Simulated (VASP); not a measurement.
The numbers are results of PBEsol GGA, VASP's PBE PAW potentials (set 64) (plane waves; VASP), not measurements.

Input for VASP

**KPOINTS**
```
Automatic mesh
0
Gamma
14 14 8
0 0 0
```

### INCAR
```
PREC = Accurate
LREAL = F   ! projection in real space or not
SIGMA = 0.05
NELM = 100   ! most electronic steps
LWAVE = F
ENCUT = 400
ALGO = Normal   ! blocked Davidson
ISIF = 2   ! forces and stress, cell fixed
GGA = PS   ! PBEsol
EDIFF = 1E-6   ! SCF stop (eV)
SYSTEM = C
LASPH = T   ! aspherical one-centre terms
ISMEAR = 0   ! Gaussian
LCHARG = F
```

**POSCAR**
```
C
1
    2.1816330000     0.0000000000     0.0000000000
   -1.0908160000     1.8893490000     0.0000000000
    0.0000000000     0.0000000000     3.5420850000
C
2
Direct
  0.2940970000   0.6451370000   0.2509280000
  0.7059030000   0.3548630000   0.7490720000
```

POTCAR, in this order: C (PBE.64 set). Program: vasp_std.

### Question
What will the output report for the number of irreducible k-points (NKPTS), largest plane-wave count, number of space-group operations, FFT grid (NGX, NGY, NGZ)?

### Answer

```yaml
number of irreducible k-points (NKPTS): 788
largest_plane_wave_count: 282
number_of_space_group_operations: 2
FFT grid (NGX, NGY, NGZ): 14 × 14 × 24
```

The structure was generated: C was put into an ordered model structure, which need not be its known phase. The cell was not relaxed at this level, atoms are displaced from their ideal sites. The run is one of a series of settings (GGA = PS against the base run), some of them coarse on purpose.
